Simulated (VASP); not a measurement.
Computed with PBEsol GGA, VASP's PBE PAW potentials (set 64) (plane waves; VASP).

VASP input:

### KPOINTS
```
Automatic mesh
0
G
 8 8 4
```

INCAR:
```
# general
SYSTEM  = Y2H2C
PREC    = Accurate
ENCUT   = 400   # plane-wave cut-off (eV)
LREAL   = F   # projection in real space or not
LASPH   = T

# electronic loop
EDIFF   = 1E-6
NELM    = 100
ALGO    = Normal   # blocked Davidson
LMAXMIX = 4   # l cut-off of mixed one-centre charges

# smearing
ISMEAR  = -1   # Fermi-Dirac
SIGMA   = 0.1   # width (eV)

# functional
GGA     = PS

# ions
ISIF    = 2

# output
LWAVE   = F
LCHARG  = F
```

### POSCAR
```
Y2H2C
3.5925920
  1.0000000000   0.0000000000   0.0000000000
 -0.5000000000   0.8660254212   0.0000000000
  0.0000000000   0.0000000000   1.6360574761
Y H C
2 2 1
Cart
  0.4951160000   0.2883622165   1.2757976198
  0.0020280000   0.5748849951   0.3734775646
  0.4975635000   0.2922671252   0.6320335439
  0.0013390000   0.5726090803   0.9914524665
  0.0039535000   0.0039274253  -0.0006446066
```

POTCAR, in this order: Y_sv H C (PBE.64 set). Program: vasp_std.

The resulting files:

### OUTCAR
```
 ion  position               nearest neighbor table
   1  0.662  0.333  0.780-   4 2.29   3 2.31   4 2.32   4 2.33   5 2.41   5 2.46   5 2.46   2 3.34
                             2 3.36   2 3.37   2 3.83   2 3.85   2 3.86
   2  0.334  0.664  0.228-   4 2.22   3 2.25   3 2.28   3 2.29   5 2.45   5 2.48   5 2.49   1 3.34
                             1 3.36   1 3.37   1 3.83   1 3.85   1 3.86
   3  0.666  0.337  0.386-   2 2.25   2 2.28   2 2.29   1 2.31
   4  0.332  0.661  0.606-   2 2.22   1 2.29   1 2.32   1 2.33
   5  0.006  0.005  1.000-   1 2.41   2 2.45   1 2.46   1 2.46   2 2.48   2 2.49
  LATTYP: Found a hexagonal cell.
 ALAT       =     3.5925920000
 C/A-ratio  =     1.6360574761
 Subroutine PRICEL returns:
 Original cell was already a primitive cell.
 Subroutine GETGRP returns: Found  1 space group operations
The static configuration has the point symmetry C_1 .
The dynamic configuration has the point symmetry C_1 .
 Subroutine INISYM returns: Found  1 space group operations
 Subroutine IBZKPT returns following result:
 Found    132 irreducible k-points:

 Following reciprocal coordinates:
            Coordinates               Weight
  0.000000  0.000000  0.000000      1.000000
  0.125000  0.000000  0.000000      2.000000
  0.000000  0.125000  0.000000      2.000000
...
```

### OSZICAR
```
       N       E                     dE             d eps       ncg     rms          rms(c)
DAV:   1     0.986050771914E+02    0.98605E+02   -0.12680E+04  4768   0.125E+03
DAV:   2    -0.297203714853E+02   -0.12833E+03   -0.12503E+03  6264   0.279E+02
DAV:   3    -0.380209950247E+02   -0.83006E+01   -0.82863E+01  7794   0.544E+01
DAV:   4    -0.382894924288E+02   -0.26850E+00   -0.26836E+00  6530   0.884E+00
DAV:   5    -0.382938273038E+02   -0.43349E-02   -0.43342E-02  6822   0.106E+00    0.503E+01
DAV:   6    -0.330831874993E+02    0.52106E+01   -0.38149E+01  5010   0.270E+01    0.402E+01
DAV:   7    -0.328238782778E+02    0.25931E+00   -0.42713E+00  5196   0.971E+00    0.228E+01
DAV:   8    -0.327867659913E+02    0.37112E-01   -0.10353E+00  7130   0.531E+00    0.466E+00
DAV:   9    -0.327577967823E+02    0.28969E-01   -0.13496E-01  5416   0.218E+00    0.178E+00
DAV:  10    -0.327577413161E+02    0.55466E-04   -0.19907E-02  7248   0.943E-01    0.409E-01
DAV:  11    -0.327575909782E+02    0.15034E-03   -0.25673E-03  5556   0.302E-01    0.192E-01
DAV:  12    -0.327575300446E+02    0.60934E-04   -0.47973E-04  6586   0.151E-01    0.324E-02
DAV:  13    -0.327575327340E+02   -0.26893E-05   -0.40476E-05  7164   0.377E-02    0.218E-02
DAV:  14    -0.327575327520E+02   -0.18050E-07   -0.19548E-06  4194   0.115E-02
   1 F= -.32757533E+02 E0= -.32746579E+02  d E =-.219070E-01
```

**OUTCAR**
```
------------------------ aborting loop because EDIFF is reached ----------------------------------------
  FORCE on cell =-STRESS in cart. coord.  units (eV):
  Direction    XX          YY          ZZ          XY          YZ          ZX
  --------------------------------------------------------------------------------------
  Total        1.3739246      1.1553153      1.5502395     -0.0514289     -0.0512659     -0.1010944
  in kB       33.5058455     28.1746300     37.8056309     -1.2541951     -1.2502190     -2.4653855
  external PRESSURE =      33.1620354 kB  Pullay stress =       0.0000000 kB
  volume of cell :       65.70
      direct lattice vectors                 reciprocal lattice vectors
     3.592592000  0.000000000  0.000000000     0.278350561  0.160705768  0.000000000
    -1.796296000  3.111276000  0.000000000     0.000000000  0.321411537  0.000000000
     0.000000000  0.000000000  5.877687000     0.000000000  0.000000000  0.170134953
 POSITION                                       TOTAL-FORCE (eV/Angst)
 -----------------------------------------------------------------------------------
      1.77875      1.03597      4.58342         0.160946     -0.003097     -0.642203
      0.00729      2.06533      1.34175        -0.080668      0.090307      0.254035
      1.78754      1.05000      2.27064         0.047623     -0.057568      0.085728
      0.00481      2.05715      3.56188        -0.035255      0.054471      0.164290
      0.01420      0.01411      5.87537        -0.092647     -0.084112      0.138150
 -----------------------------------------------------------------------------------
    total drift:                               -0.000058      0.000074     -0.000062
  FREE ENERGIE OF THE ION-ELECTRON SYSTEM (eV)
  ---------------------------------------------------
  free  energy   TOTEN  =       -32.7575327520 eV

  energy  without entropy=      -32.7356257718  energy(sigma->0) =      -32.74657926
```
(Selected blocks of OUTCAR.)

At this cut-off the stress carries a Pulay error, which pulls relaxed volumes low.

The structure comes from a computed database's Y2H2C entry; how it stands against other phases isn't given here. The cell was not relaxed at this level, atoms are displaced from their ideal sites, and its volume differs by -5.9 % from the start's.
